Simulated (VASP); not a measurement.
Computed with LDA (Ceperley-Alder, Perdew-Zunger) with D3 dispersion (Becke-Johnson damping), VASP's LDA PAW potentials (set 64) (plane waves; VASP 6.6.1).

Input for VASP

**KPOINTS**
```
Automatic mesh
0
Gamma
5 5 5
0 0 0
```

POSCAR:
```
PbTe
1
    0.0000000000     3.2300000000     3.2300000000
    3.2300000000     0.0000000000     3.2300000000
    3.2300000000     3.2300000000     0.0000000000
Te Pb
1 1
Direct
  0.5000000000   0.5000000000   0.5000000000
  0.0000000000   0.0000000000   0.0000000000
```

### INCAR
```
ALGO = Normal
EDIFF = 1E-6
ENCUT = 300
ISIF = 2
ISMEAR = 0
IVDW = 12
LASPH = .TRUE.
LCHARG = .FALSE.
LMAXMIX = 4
LREAL = .FALSE.
LWAVE = .FALSE.
NELM = 100
PREC = Accurate
SIGMA = 0.02
SYSTEM = PbTe
```

POTCAR, in this order: Te Pb_d (LDA.64 set). Program: vasp_std.

The run wrote:

stdout:
```
 POSCAR found type information on POSCAR TePb
 POSCAR found :  2 types and       2 ions
 Reading from existing POTCAR
 Reading from existing POTCAR

 -----------------------------------------------------------------------------
|                                                                             |
|     EEEEEEE  RRRRRR   RRRRRR   OOOOOOO  RRRRRR      ###     ###     ###     |
|     E        R     R  R     R  O     O  R     R     ###     ###     ###     |
|     E        R     R  R     R  O     O  R     R     ###     ###     ###     |
|     EEEEE    RRRRRR   RRRRRR   O     O  RRRRRR       #       #       #      |
|     E        R   R    R   R    O     O  R   R                               |
|     E        R    R   R    R   O     O  R    R      ###     ###     ###     |
|     EEEEEEE  R     R  R     R  OOOOOOO  R     R     ###     ###     ###     |
|                                                                             |
|     Unsupported xc functional, please specify VDW_S6, VDW_S8, VDW_A1        |
|     and VDW_A2 in the INCAR file.                                           |
|                                                                             |
|       ---->  I REFUSE TO CONTINUE WITH THIS SICK JOB ... BYE!!! <----       |
|                                                                             |
 -----------------------------------------------------------------------------
```

VASP stops with an error: Unsupported xc functional, please specify VDW_S6, VDW_S8, VDW_A1 and VDW_A2 in the INCAR file. ----> I REFUSE TO CONTINUE WITH THIS SICK JOB ... BYE!!! <----

The structure is a typed PbTe crystal. The cell was not relaxed at this level. The run is one of a series of settings (IVDW = 12 against the base run), some of them coarse on purpose.
